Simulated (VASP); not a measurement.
Input:

```xyz
2
Lattice="0.0000 3.3024 3.3024 3.3024 0.0000 3.3024 3.3024 3.3024 0.0000" Properties=species:S:1:pos:R:3 pbc="T T T"
Hf     0.0000     0.0000     0.0000
Si     1.6512     1.6512     1.6512
```

Computed with PBEsol GGA, VASP's PBE PAW potentials (set 64) (plane waves; VASP 6.6.1). Settings: 400 eV cut-off, 9×9×9 Γ-centred mesh, first-order Methfessel-Paxton smearing of 0.10 eV, potentials Hf_pv Si.

Energy and stress use the plane-wave basis of the starting cell.

The ions, cell shape and volume are relaxed. Which structure does the run end with?

```xyz
2
Lattice="0.0000 2.9925 2.9925 2.9925 0.0000 2.9925 2.9925 2.9925 0.0000" Properties=species:S:1:pos:R:3 pbc="T T T"
Hf     0.0000     0.0000     0.0000
Si     1.4962     1.4962     1.4962
```
Space group F-43m (216), at a tolerance of 0.03 Å.

How do energy and volume change from the first to the last step?

The energy (σ→0) changes by -431.3 meV/atom and the volume by -25.6 %, in 15 ionic steps.

The structure was generated: HfSi was put into the zinc blende type (F-43m), which need not be its known phase. This run relaxes it. Symmetry was kept, so distortions that lower it aren't found.
